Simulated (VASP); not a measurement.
Method: optB88-vdW, VASP's PBE PAW potentials (set 64) (plane waves; VASP).

Input for VASP

### KPOINTS
```
Automatic mesh
0
Gamma
11 11 11
0 0 0
```

POSCAR:
```
Pb
1.0
  0.0000000000   2.5051496226   2.5051496226
  2.5051496226   0.0000000000   2.5051496226
  2.5051496226   2.5051496226   0.0000000000
Pb
1
Cart
  0.0000000000   0.0000000000   0.0000000000
```

INCAR:
```
SYSTEM=Pb
PREC=Accurate; ENCUT=520; LREAL=.FALSE.
LASPH=.TRUE.
EDIFF=1E-6; NELM=100; ALGO=Normal
LMAXMIX=4
ISMEAR=1; SIGMA=0.1
GGA=BO; LUSE_VDW=.TRUE.; AGGAC=0.0
PARAM1=0.1833333333; PARAM2=0.22
IBRION=2; NSW=60; ISIF=3
EDIFFG=-0.01
LWAVE=.FALSE.; LCHARG=.FALSE.
```

POTCAR, in this order: Pb_d (PBE.64 set). Program: vasp_std.

The resulting files:

File OSZICAR:
```
       N       E                     dE             d eps       ncg     rms          rms(c)
DAV:   1     0.109357450330E+03    0.10936E+03   -0.73723E+03  1241   0.148E+03
DAV:   2     0.447089064993E+01   -0.10489E+03   -0.10311E+03  1265   0.330E+02
DAV:   3    -0.243919839226E+00   -0.47148E+01   -0.46931E+01  1464   0.818E+01
DAV:   4    -0.353946930179E+00   -0.11003E+00   -0.11000E+00  1466   0.137E+01
DAV:   5    -0.358536114337E+00   -0.45892E-02   -0.45891E-02  1593   0.252E+00    0.457E-01
DAV:   6    -0.351516744092E+00    0.70194E-02   -0.11266E-02  1542   0.195E+00    0.221E-01
DAV:   7    -0.349705848963E+00    0.18109E-02   -0.45570E-03  1466   0.117E+00    0.661E-02
DAV:   8    -0.349634066806E+00    0.71782E-04   -0.27801E-04  1400   0.330E-01    0.103E-02
DAV:   9    -0.349631620775E+00    0.24460E-05   -0.11689E-05  1505   0.666E-02    0.446E-03
DAV:  10    -0.349631688943E+00   -0.68168E-07   -0.18210E-06  1355   0.152E-02
   1 F= -.34963169E+00 E0= -.34963246E+00  d E =-.349632E+00
```

### OUTCAR
```
------------------------ aborting loop because EDIFF is reached ----------------------------------------
  FORCE on cell =-STRESS in cart. coord.  units (eV):
  Direction    XX          YY          ZZ          XY          YZ          ZX
  --------------------------------------------------------------------------------------
  Total        0.0002910      0.0002910      0.0002910      0.0000000     -0.0000000      0.0000000
  in kB        0.0148282      0.0148282      0.0148282      0.0000000     -0.0000000      0.0000000
  external PRESSURE =       0.0148282 kB  Pullay stress =       0.0000000 kB
  volume of cell :       31.44
      direct lattice vectors                 reciprocal lattice vectors
     0.000000000  2.505149623  2.505149623    -0.199588877  0.199588877  0.199588877
     2.505149623  0.000000000  2.505149623     0.199588877 -0.199588877  0.199588877
     2.505149623  2.505149623  0.000000000     0.199588877  0.199588877 -0.199588877
 POSITION                                       TOTAL-FORCE (eV/Angst)
 -----------------------------------------------------------------------------------
      0.00000      0.00000      0.00000         0.000000      0.000000      0.000000
 -----------------------------------------------------------------------------------
    total drift:                               -0.000000     -0.000000     -0.000000
  FREE ENERGIE OF THE ION-ELECTRON SYSTEM (eV)
  ---------------------------------------------------
  free  energy   TOTEN  =        -0.3496316889 eV

  energy  without entropy=       -0.3496340099  energy(sigma->0) =       -0.34963246

 reached required accuracy - stopping structural energy minimisation
```
(Selected blocks of OUTCAR.)

The compound is Pb in the fcc structure. It was relaxed first. The start is the result of an earlier pass.
